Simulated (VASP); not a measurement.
Computed with PBE GGA, VASP's PBE PAW potentials (set 64) (plane waves; VASP).

A VASP calculation is set up with these files.

POSCAR:
```
BN
1
    0.0000000000     1.8127176363     1.8127176363
    1.8127176363     0.0000000000     1.8127176363
    1.8127176363     1.8127176363     0.0000000000
B N
1 1
Direct
  0.0000000000   0.0000000000   0.0000000000
  0.2500000000   0.2500000000   0.2500000000
```

INCAR:
```
SYSTEM = BN
PREC = Accurate
ENCUT = 620
EDIFF = 1E-6
NELM = 100
ALGO = Normal
LREAL = .FALSE.
LASPH = .TRUE.
ISMEAR = 0
SIGMA = 0.05
GGA = PE
LWAVE = .FALSE.
LCHARG = .FALSE.
IBRION = 2
ISIF = 3
NSW = 40
EDIFFG = -0.02
PSTRESS = 50
```

**KPOINTS**
```
Automatic
0
gamma
12 12 12
```

POTCAR, in this order: B N (PBE.64 set). Program: vasp_std.

Output

OSZICAR:
```
       N       E                     dE             d eps       ncg     rms          rms(c)
DAV:   1     0.127581029211E+02    0.12758E+02   -0.56447E+03  1192   0.114E+03
DAV:   2    -0.181807380764E+02   -0.30939E+02   -0.30067E+02  1632   0.208E+02
DAV:   3    -0.184082724589E+02   -0.22753E+00   -0.22753E+00  1328   0.201E+01
DAV:   4    -0.184084804153E+02   -0.20796E-03   -0.20796E-03  1648   0.573E-01
DAV:   5    -0.184084804612E+02   -0.45851E-07   -0.45847E-07  1280   0.641E-03    0.663E+00
DAV:   6    -0.175402509238E+02    0.86823E+00   -0.34566E+00  1576   0.145E+01    0.323E+00
DAV:   7    -0.174697076807E+02    0.70543E-01   -0.88376E-02  1520   0.301E+00    0.188E+00
DAV:   8    -0.174553473111E+02    0.14360E-01   -0.41565E-02  1360   0.188E+00    0.187E-01
DAV:   9    -0.174555603666E+02   -0.21306E-03   -0.56602E-04  1224   0.264E-01    0.749E-02
DAV:  10    -0.174556372165E+02   -0.76850E-04   -0.13965E-04  1656   0.127E-01    0.156E-02
DAV:  11    -0.174556419877E+02   -0.47712E-05   -0.73926E-06  1336   0.278E-02    0.653E-03
DAV:  12    -0.174556420072E+02   -0.19514E-07   -0.12547E-06   640   0.102E-02
   1 F= -.17083867E+02 E0= -.17083867E+02  d E =-.170839E+02
       N       E                     dE             d eps       ncg     rms          rms(c)
DAV:   1    -0.174581761573E+02   -0.25342E-02   -0.43114E-01  1248   0.686E+00    0.846E-01
DAV:   2    -0.174455381882E+02    0.12638E-01   -0.57239E-02  1416   0.197E+00    0.233E-01
DAV:   3    -0.174449267955E+02    0.61139E-03   -0.16484E-03  1328   0.419E-01    0.946E-02
DAV:   4    -0.174447390981E+02    0.18770E-03   -0.25040E-04  1336   0.150E-01    0.257E-02
DAV:   5    -0.174447370519E+02    0.20462E-05   -0.85174E-06  1400   0.261E-02    0.154E-02
DAV:   6    -0.174447376158E+02   -0.56389E-06   -0.42450E-07   608   0.988E-03
   2 F= -.17083465E+02 E0= -.17083465E+02  d E =0.401977E-03
       N       E                     dE             d eps       ncg     rms          rms(c)
DAV:   1    -0.174568483121E+02   -0.12111E-01   -0.11325E-01  1240   0.348E+00    0.435E-01
DAV:   2    -0.174534862102E+02    0.33621E-02   -0.15495E-02  1408   0.102E+00    0.118E-01
DAV:   3    -0.174533288724E+02    0.15734E-03   -0.41731E-04  1328   0.212E-01    0.481E-02
DAV:   4    -0.174532769330E+02    0.51939E-04   -0.67868E-05  1344   0.773E-02    0.127E-02
DAV:   5    -0.174532758546E+02    0.10783E-05   -0.23309E-06  1168   0.135E-02    0.770E-03
DAV:   6    -0.174532754887E+02    0.36595E-06   -0.13202E-07   576   0.578E-03
   3 F= -.17086625E+02 E0= -.17086625E+02  d E =-.275758E-02
```

### OUTCAR
```
------------------------ aborting loop because EDIFF is reached ----------------------------------------
  FORCE on cell =-STRESS in cart. coord.  units (eV):
  Direction    XX          YY          ZZ          XY          YZ          ZX
  --------------------------------------------------------------------------------------
  Total        0.3662157      0.3662157      0.3662157     -0.0000000      0.0000000      0.0000000
  in kB       49.9406862     49.9406862     49.9406862     -0.0000000      0.0000000      0.0000000
  external PRESSURE =      -0.0593138 kB  Pullay stress =      50.0000000 kB
  volume of cell :       11.75
      direct lattice vectors                 reciprocal lattice vectors
     0.000000000  1.804350962  1.804350962    -0.277107952  0.277107952  0.277107952
     1.804350962  0.000000000  1.804350962     0.277107952 -0.277107952  0.277107952
     1.804350962  1.804350962  0.000000000     0.277107952  0.277107952 -0.277107952
  FREE ENERGIE OF THE ION-ELECTRON SYSTEM (eV)
  ---------------------------------------------------
  free  energy   TOTEN  =       -17.4532754887 eV

  energy  without entropy=      -17.4532754887  energy(sigma->0) =      -17.45327549
  enthalpy is  TOTEN    =       -17.0866248344 eV   P V=        0.3666506543

 reached required accuracy - stopping structural energy minimisation
```
(Selected blocks of OUTCAR.)

File CONTCAR:
```
BN
   1.00000000000000
     0.0000000000000000    1.8043509623819265    1.8043509623819265
     1.8043509623819265    0.0000000000000000    1.8043509623819265
     1.8043509623819265    1.8043509623819265    0.0000000000000000
  B               N
     1     1
Direct
     0.0000000000000000    0.0000000000000000    0.0000000000000000
     0.2500000000000000    0.2500000000000000    0.2500000000000000
```

The compound is BN in the zinc blende structure. This run relaxes it under an external pressure of 5 GPa. Symmetry was kept, so distortions that lower it aren't found.
